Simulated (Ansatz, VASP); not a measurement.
# SiC in two plane-wave programs, part 2 of 2

Wanted: the spread between two codes on one cell, functional and k mesh. The cell is taken from a series of runs on this material, whose earlier steps may have relaxed, scaled, displaced or heated it; both programs get it as it stands.

VASP 6.6.1 and Ansatz 0.2.0.

So far. Step 2 (VASP: single point, LDA, spin-orbit coupling): The run ends at a pressure of -3.68 GPa, with forces up to 0.0065 eV/Å.

**3. Ansatz: single point, LDA, spin-orbit coupling**

Level of this step: Ansatz beside VASP: Kohn-Sham DFT, plane waves, LDA, spin-orbit coupling (Ansatz).

Ansatz runs on its fully relativistic PAW (standard-fr) files.

The same cell, functional (in two slightly different forms), mesh and smearing now go to Ansatz, which takes its cutoff from its data sets.

Contents of input.yaml:

```yaml
crystal:
  lattice:
    - [3.0756941497, 0.0, 0.0]
    - [-1.5378470748, 2.6636292679, 0.0]
    - [0.0, 0.0, 10.07064648]
  atoms:
    - { symbol: Si, position: [0.66666667, 0.33333333, 0.93784198] }
    - { symbol: Si, position: [0.33333333, 0.66666667, 0.43784198] }
    - { symbol: Si, position: [0.0, 0.0, 0.68789438] }
    - { symbol: Si, position: [0.0, 0.0, 0.18789438] }
    - { symbol: C, position: [0.66666667, 0.33333333, 0.74980259] }
    - { symbol: C, position: [0.33333333, 0.66666667, 0.24980259] }
    - { symbol: C, position: [0.0, 0.0, 0.50046005] }
    - { symbol: C, position: [0.0, 0.0, 0.00046005] }
kpoints:
  mp_grid: { grid: [12, 12, 2] }
  band_path:
    path:
      - [0.0, 0.0, 0.0]
      - [0.5, 0.0, 0.0]
      - [0.33333333, 0.33333333, 0.0]
      - [0.0, 0.0, 0.5]
      - [0.5, 0.0, 0.5]
      - [0.33333333, 0.33333333, 0.5]
    npoints: 1
hamiltonian:
  xc: lda
scf:
  occupations: { method: fermi_dirac, width: 0.02 }
  n_extra_bands: 12
magnetization:
  noncollinear: true
  spin_orbit: true
output:
  eigenvalues: true
```

Command:

```bash
$ ansatz run input.yaml --threads 3 --pin off --max-ram 92160MiB --backend cuda --events-out ev --progress --plain --runs-dir out --devices 1 --max-vram 13GiB
```

Numbers of over 12 decimals in the logs are rounded to 6 here.

Output:

```text
scf.n_extra_bands = 12 over 32 filled bands (N_el = 32.0): the run solves 44 bands
GPUs: using 1 of 1 available (devices: 1).
Engine: ansatz 0.2.0, x86_64-unknown-linux-gnu
Pseudopotentials: kind: paw_fr
Pseudopotential: Si, paw_fr, valence charge 4, recommended cutoff 420 eV (normal), Si.paw.azcp#standard-fr
Pseudopotential: C, paw_fr, valence charge 4, recommended cutoff 420 eV (normal), C.paw.azcp#standard-fr
Functional definition: SPW92
  exchange = slater_x
  correlation = pw_c
non-collinear run that drives no moment, with spin-orbit: no starting moment large enough to seed its density (crystal.atoms[].spin), no starting occupations that ask for one, no magnetisation constraint and no magnetic field, so the semilocal B_xc is pinned to zero
device memory: the entry about to start is reckoned to put 4.4 GiB on a device that reports 35.9 GiB free (of which the cap on the GPU budget leaves the run 13.0 GiB)
GPU FFT provider: cuFFT
GPU libraries: cuBLAS 13.8.2, cuFFT 12.4.0, cuSOLVER 12.3.4
Crystal: 8 atoms, lattice volume = 82.504 Å³
Basis set: ecut = 420 eV, 1605 PW (Γ)
Bands: 44, of which v1, the nominal top of the filled ones, is band 32 counted from 1 (31 counted from 0)
Symmetry: 12 space group operations + 12 with time reversal
Magnetic group: BNS 186.204 (UNI 1434), of the structure as read, at distance tolerance 4.4e-5 Å
k-points: 38 of 288
Projection manifold: j_resolved (fully-relativistic pseudo-atomic orbitals)
Non-local potential: Si, projectors of the file, l = 0: 2, l = 1: 4, l = 2: 4
Non-local potential: C, projectors of the file, l = 0: 2, l = 1: 4, l = 2: 2
PAW form: soft (Blöchl's): semilocal exchange-correlation on the pseudo side does not see the compensation charge
PAW frozen core: Si, regenerated for the run's functional, and the local potential with it (the file was generated under x = pbe(κ = 0.804, μ = 0.219515), c = pbe(β = 0.066725))
PAW frozen core: C, regenerated for the run's functional, and the local potential with it (the file was generated under x = pbe(κ = 0.804, μ = 0.219515), c = pbe(β = 0.066725))
PAW one-centre angular grid: Si, 110 points (default); XC on 64 Gauss nodes
PAW one-centre angular grid: C, 110 points (default); XC on 64 Gauss nodes
Initial density: superposition of atomic densities (chi_scale 0.1, normalization cell, long waves kept (reshape's long-wave potential 0.00 eV rms))
Initial wavefunctions: pseudopotential atomic-orbital guess
GPU buffer pool allocated for 41472 grid points (all kernels)
GPU transforms: local potential and band sums: pruned to the plane-wave sphere, on 24×24×72
Functional: x = slater, c = lda
SCF iter   1: F=—  HF=-3414.853802 eV  |F-HF|=—  |Δ(HF+E_count)|=         —  Δρ=1.40e-1  dr2=1.94e1  dr2_m=0.00e0 (ungated)  ethr=3.10e-3  |M|=0.00e0 ∫|m|=0.00e0 μB  |m|>n=0.0e0 m-floor=0.0e0 τ_xc=0.0e0  β_m=0.30  ⟨swp⟩=6.6  Hψ=9495  notcnv=0
preconditioner: auto → none  [insulator: Δε(μ)=4.025 eV  Ē_g=12.194 eV  σ=0.020 eV  W_gap=1.00  n_scr=6 (ndim 8)  ℏωp=23.1 eV  f_vac=0.000  D(μ)=0.00/eV (n_scr^D=0)  ε∞_Penn≈4.6]
SCF iter   2: F=—  HF=-3409.412340 eV  |F-HF|=—  |Δ(HF+E_count)|=    5.44e0  Δρ=5.20e-2  dr2=2.17e0  dr2_m=0.00e0 (ungated)  ethr=3.10e-3  |M|=0.00e0 ∫|m|=0.00e0 μB  |m|>n=0.0e0 m-floor=0.0e0 τ_xc=0.0e0  β_m=0.37  ⟨swp⟩=3.8  Hψ=4084  notcnv=0  defer=256
SCF iter   3: F=—  HF=-3408.845164 eV  |F-HF|=—  |Δ(HF+E_count)|=   5.67e-1  Δρ=2.25e-2  dr2=2.18e-1  dr2_m=0.00e0 (ungated)  ethr=3.10e-3  |M|=0.00e0 ∫|m|=0.00e0 μB  |m|>n=0.0e0 m-floor=0.0e0 τ_xc=0.0e0  β_m=0.59  ⟨swp⟩=2.1  Hψ=2884  notcnv=0  defer=256
SCF iter   4: F=—  HF=-3408.805111 eV  |F-HF|=—  |Δ(HF+E_count)|=   4.01e-2  Δρ=1.41e-3  dr2=1.21e-3  dr2_m=0.00e0 (ungated)  ethr=6.80e-4  |M|=0.00e0 ∫|m|=0.00e0 μB  |m|>n=0.0e0 m-floor=0.0e0 τ_xc=0.0e0  β_m=0.79  ⟨swp⟩=3.0  Hψ=3032  notcnv=0  defer=256
SCF iter   5: F=—  HF=-3408.804964 eV  |F-HF|=—  |Δ(HF+E_count)|=   1.47e-4  Δρ=4.33e-4  dr2=2.46e-4  dr2_m=0.00e0 (ungated)  ethr=3.80e-6  |M|=0.00e0 ∫|m|=0.00e0 μB  |m|>n=0.0e0 m-floor=0.0e0 τ_xc=0.0e0  β_m=0.75  ⟨swp⟩=2.0  Hψ=2576  notcnv=0  defer=256
SCF iter   6: F=—  HF=-3408.804969 eV  |F-HF|=—  |Δ(HF+E_count)|=   4.27e-6  Δρ=4.06e-4  dr2=2.65e-4  dr2_m=0.00e0 (ungated)  ethr=7.69e-7  |M|=0.00e0 ∫|m|=0.00e0 μB  |m|>n=0.0e0 m-floor=0.0e0 τ_xc=0.0e0  β_m=0.55  ⟨swp⟩=2.3  Hψ=2860  notcnv=0  defer=256
SCF iter   7: F=—  HF=-3408.804853 eV  |F-HF|=—  |Δ(HF+E_count)|=   1.16e-4  Δρ=1.71e-4  dr2=4.68e-5  dr2_m=0.00e0 (ungated)  ethr=7.69e-7  |M|=0.00e0 ∫|m|=0.00e0 μB  |m|>n=0.0e0 m-floor=0.0e0 τ_xc=0.0e0  β_m=0.76  ⟨swp⟩=2.6  Hψ=2405  notcnv=0  defer=256
SCF iter   8: F=—  HF=-3408.804923 eV  |F-HF|=—  |Δ(HF+E_count)|=   7.02e-5  Δρ=3.33e-5  dr2=2.20e-6  dr2_m=0.00e0 (ungated)  ethr=1.46e-7  |M|=0.00e0 ∫|m|=0.00e0 μB  |m|>n=0.0e0 m-floor=0.0e0 τ_xc=0.0e0  β_m=0.59  ⟨swp⟩=2.1  Hψ=2324  notcnv=0  defer=256
SCF iter   9: F=-3408.804923 eV  HF=-3408.804923 eV  |F-HF|=1.19e-8  |Δ(HF+E_count)|=   5.27e-7  Δρ=5.09e-6  dr2=1.71e-8  dr2_m=0.00e0 (ungated)  ethr=3.13e-10  |M|=0.00e0 ∫|m|=0.00e0 μB  |m|>n=0.0e0 m-floor=0.0e0 τ_xc=0.0e0  ⟨swp⟩=11.7  Hψ=8594  notcnv=0
SCF 1 converged in 9 iterations: F = -3408.804923 eV  dr2 = 1.71e-8
  greatest PAW one-centre occupation: 0.638 electrons in one spin orbital (limit 2), on the C atom at site 5 (counted from 0), in its partial waves of l = 0
device memory: the entry about to start is reckoned to put 2.9 GiB on a device that reports 35.8 GiB free (of which the cap on the GPU budget leaves the run 13.0 GiB)
NSCF: frozen V_eff on 6 k-points
SCF converged after 9 iterations
Magnetization: |M| = 0.0000 μB,  M = (+0.0000, +0.0000, +0.0000) μB
Absolute magnetization: 0.0000 μB (∫|m|)
  site 0: m = (+0.0000, +0.0000, +0.0000) μB, |m| = 0.0000 μB  (R = 0.78 Å)
  site 1: m = (+0.0000, +0.0000, +0.0000) μB, |m| = 0.0000 μB  (R = 0.78 Å)
  site 2: m = (+0.0000, +0.0000, +0.0000) μB, |m| = 0.0000 μB  (R = 0.78 Å)
  site 3: m = (+0.0000, +0.0000, +0.0000) μB, |m| = 0.0000 μB  (R = 0.78 Å)
  site 4: m = (+0.0000, +0.0000, +0.0000) μB, |m| = 0.0000 μB  (R = 0.78 Å)
  site 5: m = (+0.0000, +0.0000, +0.0000) μB, |m| = 0.0000 μB  (R = 0.78 Å)
  site 6: m = (+0.0000, +0.0000, +0.0000) μB, |m| = 0.0000 μB  (R = 0.78 Å)
  site 7: m = (+0.0000, +0.0000, +0.0000) μB, |m| = 0.0000 μB  (R = 0.78 Å)
Free energy (F): -3408.804923 eV
Harris-Foulkes:  -3408.804923 eV  (|F-HF|=1.19e-8)
Internal energy: -3408.804923 eV  (E = F + TS)
E sigma→0 (E₀):  -3408.804923 eV
Fermi energy:    10.438015 eV
--- Per-component energies (eV) ---
  E_band       = 109.155063
  E_kinetic    = 543.519866
  E_local      = -425.872182  (includes V_loc(G=0)·N_el)
  E_nonlocal   = 215.778250
  E_hartree    = 127.781404
  E_xc         = -419.096192
  E_vxc        = -437.833843  (∫ρ·V_xc dr)
  E_paw        = -2311.983814  (= ΣΔE_a)
  E_vpaw       = -41.999775  (= ΣTr[D̂ρ^β])
  E_aug_tail   = 0.000061  (compensation charges beyond the density's cutoff)
  E_ewald      = -1139.521310
  E_core_change = 0.588994  (= ΣΔE_core)
  E_smearing   = -0.000000  (= −TS)
  E_closure    = -0.000000  (closes the sum)
  Σ components = -3408.804923   (vs F -3408.804923, Δ=0.00e0)
--- Band table (eV; the first three rows and the last of 38) ---
  k-point 0: bands = [... 28 lower, 9.3468, 9.3468, 9.3552, 9.3552, 14.4166, 14.4166, 14.9897, 14.9897, ... 8 higher]
  k-point 1: bands = [... 28 lower, 9.1489, 9.1489, 9.1489, 9.1489, 14.6218, 14.6218, 14.6218, 14.6218, ... 8 higher]
  k-point 2: bands = [... 28 lower, 9.2138, 9.2177, 9.3000, 9.3001, 14.7394, 14.7397, 15.2745, 15.2758, ... 8 higher]
  k-point 37: bands = [... 28 lower, 6.8898, 6.8898, 6.8916, 6.8916, 12.5035, 12.5035, 12.5057, 12.5057, ... 8 higher]
```

**4. Comparison**

Known differences besides the potentials themselves: spin-orbit coupling enters by fully relativistic files in Ansatz and inside the spheres in VASP; the cutoff is 420 eV in Ansatz and 520 eV in VASP; VASP's log shows a relativistic correction to its local exchange, Ansatz's none. Total energies have different zeros and are not compared.

Both answers:

```
              quantity  Ansatz   VASP  difference
gap on the k mesh (eV)   2.173  2.167      +0.005
```

A gap on the mesh is an upper bound, since the band edges may lie between its points.

**5. VASP: single point, PBE, spin-orbit coupling**

With cell and atoms fixed, the geometry can't cause a difference; cores, projectors, grids and the points listed under the comparison can.

Contents of INCAR:

```
SYSTEM = SiC
PREC = Accurate
ENCUT = 520
EDIFF = 1E-06
NELM = 200
ISMEAR = -1
SIGMA = 0.02
LREAL = .FALSE.
ALGO = Normal
GGA = PE
LNONCOLLINEAR = .TRUE.
MAGMOM = 0 0 0 0 0 0 0 0 0 0 0 0 0 0 0 0 0 0 0 0 0 0 0 0
NBANDS = 48
GGA_COMPAT = .FALSE.
LASPH = .TRUE.
LSORBIT = .TRUE.
LORBIT = 11
LWAVE = .FALSE.
LCHARG = .FALSE.
ISIF = 2
EFERMI = MIDGAP
KPAR = 2
```

Contents of POSCAR:

```
SiC
1.0
    3.0756941497      0.0000000000      0.0000000000
   -1.5378470748      2.6636292679      0.0000000000
    0.0000000000      0.0000000000     10.0706464800
Si C
4 4
Direct
    0.6666666700      0.3333333300      0.9378419800
    0.3333333300      0.6666666700      0.4378419800
    0.0000000000      0.0000000000      0.6878943800
    0.0000000000      0.0000000000      0.1878943800
    0.6666666700      0.3333333300      0.7498025900
    0.3333333300      0.6666666700      0.2498025900
    0.0000000000      0.0000000000      0.5004600500
    0.0000000000      0.0000000000      0.0004600500
```

Contents of KPOINTS:

```
Automatic mesh
0
Gamma
12 12 2
0 0 0
```

PAW data sets: Si and C (PBE family, release 64).

Command:

```bash
$ mpirun -np 2 vasp_ncl
```

Output:

```text
[banner, memory and clock lines left out]
running    2 mpi-ranks, on    1 nodes
[...]
LDA part: xc-table for (Slater+PW92), standard interpolation
 POSCAR, INCAR and KPOINTS ok, starting setup
[...]
entering main loop
       N       E                     dE             d eps       ncg     rms          rms(c)
DAV:   1     0.842679038936E+02    0.84268E+02   -0.14580E+04  3648   0.121E+03
DAV:   2    -0.592287556369E+02   -0.14350E+03   -0.13438E+03  4648   0.212E+02
DAV:   3    -0.675502744927E+02   -0.83215E+01   -0.82580E+01  4704   0.479E+01
DAV:   4    -0.676838489864E+02   -0.13357E+00   -0.13322E+00  4640   0.687E+00
[...]
DAV:  12    -0.602312828577E+02   -0.12411E-04   -0.43169E-05  4408   0.432E-02    0.939E-03
DAV:  13    -0.602312845847E+02   -0.17270E-05   -0.21325E-06  4384   0.825E-03    0.214E-03
DAV:  14    -0.602312850589E+02   -0.47412E-06   -0.15083E-07  2728   0.231E-03
   1 F= -.60231285E+02 E0= -.60231285E+02  d E =0.000000E+00  mag=     0.0000     0.0000    -0.0000
```

OUTCAR, selected parts (step 5):

```text
  Total        2.0085022      2.0085022      1.9521783      0.0000000      0.0000000      0.0000000
  in kB       39.0039516     39.0039516     37.9101755      0.0000000      0.0000000      0.0000000
  external PRESSURE =      38.6393595 kB  Pullay stress =       0.0000000 kB

 POSITION                                       TOTAL-FORCE (eV/Angst)
 -----------------------------------------------------------------------------------
      1.53785      0.88788      9.44468        -0.000000      0.000000     -0.003318
     -0.00000      1.77575      4.40935         0.000000     -0.000000     -0.003318
      0.00000      0.00000      6.92754        -0.000000      0.000000      0.000280
      0.00000      0.00000      1.89222         0.000000     -0.000000      0.000280
      1.53785      0.88788      7.55100         0.000000      0.000000      0.004417
     -0.00000      1.77575      2.51567        -0.000000     -0.000000      0.004417
      0.00000      0.00000      5.03996        -0.000000     -0.000000     -0.001379
      0.00000      0.00000      0.00463         0.000000     -0.000000     -0.001379
 -----------------------------------------------------------------------------------
    total drift:                               -0.000000     -0.000000      0.000111

  FREE ENERGIE OF THE ION-ELECTRON SYSTEM (eV)
  ---------------------------------------------------
  free  energy   TOTEN  =       -60.2312850589 eV

  energy  without entropy=      -60.2312850589  energy(sigma->0) =      -60.23128506

 magnetization (x)
# of ion       s       p       d       tot
------------------------------------------
    1        0.000   0.000   0.000   0.000
    2        0.000  -0.000   0.000  -0.000
    3       -0.000  -0.000   0.000  -0.000
    4       -0.000   0.000   0.000   0.000
    5        0.000  -0.000   0.000   0.000
    6       -0.000   0.000   0.000   0.000
    7        0.000  -0.000   0.000  -0.000
    8       -0.000   0.000   0.000   0.000
--------------------------------------------------
tot         -0.000   0.000   0.000  -0.000

 magnetization (y)
# of ion       s       p       d       tot
------------------------------------------
    1        0.000   0.000   0.000   0.000
    2        0.000   0.000   0.000   0.000
    3        0.000   0.000   0.000   0.000
    4        0.000   0.000   0.000   0.000
    5        0.000   0.000   0.000   0.000
    6        0.000  -0.000   0.000  -0.000
    7        0.000   0.000   0.000   0.000
    8        0.000   0.000   0.000   0.000
--------------------------------------------------
tot          0.000   0.000   0.000   0.000

 magnetization (z)
# of ion       s       p       d       tot
------------------------------------------
    1        0.000   0.000   0.000   0.000
    2       -0.000   0.000   0.000  -0.000
    3        0.000   0.000   0.000   0.000
    4        0.000   0.000   0.000   0.000
    5        0.000  -0.000   0.000   0.000
    6        0.000  -0.000   0.000   0.000
    7       -0.000  -0.000   0.000  -0.000
    8       -0.000  -0.000   0.000  -0.000
--------------------------------------------------
tot          0.000  -0.000   0.000  -0.000

[... 2 parts as in an earlier step ...]

[... 1 further part left out ...]
[key lines of the parts left out:]
E-fermi :   9.3259
```

The run ends at a pressure of 3.86 GPa, with forces up to 0.0044 eV/Å.

**6. Ansatz: single point, PBE, spin-orbit coupling**

The same cell, functional, mesh and smearing now go to Ansatz, which takes its cutoff from its data sets.

The cell is taken from a series of runs on this material, whose earlier steps may have relaxed, scaled, displaced or heated it; both programs get it as it stands.

Changes to input.yaml since step 3:

```diff
@@ -26,3 +26,3 @@
 hamiltonian:
-  xc: lda
+  xc: pbe
 scf:
```

Command:

```bash
$ ansatz run input.yaml --threads 3 --pin off --max-ram 92160MiB --backend cuda --events-out ev --progress --plain --runs-dir out --devices 1 --max-vram 13GiB
```

Output:

```text
[...]
GPUs: using 1 of 1 available (devices: 1).
[...]
GPU FFT provider: cuFFT
GPU libraries: cuBLAS 13.8.2, cuFFT 12.4.0, cuSOLVER 12.3.4
Crystal: 8 atoms, lattice volume = 82.504 Å³
Basis set: ecut = 420 eV, 1605 PW (Γ)
Bands: 44, of which v1, the nominal top of the filled ones, is band 32 counted from 1 (31 counted from 0)
[...]
k-point 0: bands = [... 28 lower, 9.5839, 9.5839, 9.5922, 9.5922, 14.6981, 14.6981, 15.2768, 15.2768, ... 8 higher]
  k-point 1: bands = [... 28 lower, 9.3866, 9.3866, 9.3866, 9.3866, 14.9066, 14.9066, 14.9066, 14.9066, ... 8 higher]
  k-point 2: bands = [... 28 lower, 9.4524, 9.4562, 9.5371, 9.5372, 15.0351, 15.0353, 15.5785, 15.5800, ... 8 higher]
  k-point 37: bands = [... 28 lower, 7.1347, 7.1347, 7.1365, 7.1365, 12.8294, 12.8294, 12.8315, 12.8315, ... 8 higher]
[key lines of the parts left out:]
SCF converged after 9 iterations
Magnetization: |M| = 0.0000 μB,  M = (+0.0000, +0.0000, +0.0000) μB
Free energy (F): -3548.638538 eV
Fermi energy:    10.699813 eV
```

**7. Side by side**

The two programs side by side:

```
              quantity  Ansatz   VASP  difference
gap on the k mesh (eV)   2.222  2.221      +0.002
```

A gap on the mesh is an upper bound, since the band edges may lie between its points.

**8. Results**

```yaml
difference_in_gap_on_the_k_mesh_single_point_lda_spin_orbit_coupling: 0.0053 eV
difference_in_gap_on_the_k_mesh_single_point_pbe_spin_orbit_coupling: 0.0015 eV
```

The difference in gap on the k mesh is 0.0053 eV (single point, LDA, spin-orbit coupling), within the 0.08 eV picked in this series as the mark of a large difference. Such differences can come from data sets, numerical settings and the points named under the comparisons, not from the functional's error against experiment.

[Lines on the potential files, build, host, timing and source positions are cut from VASP's logs without a mark.]

[Logs are printed without paths, hosts, clocks, repeated set-up lines and the standing remarks that a program may print on its own settings, such as how far it seeks lower states.]

[Hosts, paths, dates, database ids (printed as entryN), source tags and the programs' standing remarks are cut or masked in the printed files.]
